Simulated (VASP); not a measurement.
Method: rev-vdW-DF2, VASP's PBE PAW potentials (set 64) (plane waves; VASP).

The input files of a VASP run:

### INCAR
```
SYSTEM = Sb
PREC = Accurate
ENCUT = 520
EDIFF = 1E-6
NELM = 100
ALGO = Normal
LREAL = .FALSE.
LASPH = .TRUE.
ISMEAR = 0
SIGMA = 0.05
GGA = MK
PARAM1 = 0.1234568
PARAM2 = 0.7114
ZAB_VDW = -1.8867
LUSE_VDW = .TRUE.
AGGAC = 0.0
LMAXMIX = 4
LWAVE = .FALSE.
LCHARG = .FALSE.
IBRION = 2
ISIF = 3
NSW = 60
EDIFFG = -0.01
```

### KPOINTS
```
Automatic mesh
0
Gamma
7 7 7
0 0 0
```

### POSCAR
```
Sb
1.0
  3.9821100968  -2.1835099597  -0.0091364507
  3.9821100968   2.1835099597  -0.0091364507
  2.7930627699   0.0000000000   3.5810331941
Sb
2
Cart
  2.5203906767  -0.0000000000   0.8347412498
  8.2368922868  -0.0000000000   2.7280190429
```

POTCAR, in this order: Sb (PBE.64 set). Program: vasp_std.

Question: What does the run give for the energy per atom (σ→0), volume per atom?

Answer: 
```json
{
 "energy per atom (σ→0)": "-2.471 eV/atom",
 "volume_per_atom": "31.14 Å³/atom"
}
```

File OSZICAR:
```
...
DAV:   3    -0.494218332978E+01    0.58299E-06   -0.24470E-06   602   0.841E-03
   3 F= -.49421833E+01 E0= -.49421833E+01  d E =-.791890E-04
       N       E                     dE             d eps       ncg     rms          rms(c)
DAV:   1    -0.494222997133E+01   -0.46059E-04   -0.20053E-03   810   0.261E-01    0.197E-02
DAV:   2    -0.494222555699E+01    0.44143E-05   -0.52428E-05   817   0.562E-02    0.120E-02
DAV:   3    -0.494222131645E+01    0.42405E-05   -0.14003E-05   987   0.221E-02    0.199E-03
DAV:   4    -0.494222132074E+01   -0.42983E-08   -0.89768E-07   426   0.729E-03
   4 F= -.49422213E+01 E0= -.49422213E+01  d E =-.379910E-04
```

The compound is Sb in the a7 structure. This run relaxes it. Symmetry was kept, so distortions that lower it aren't found. The start is the result of an earlier pass.
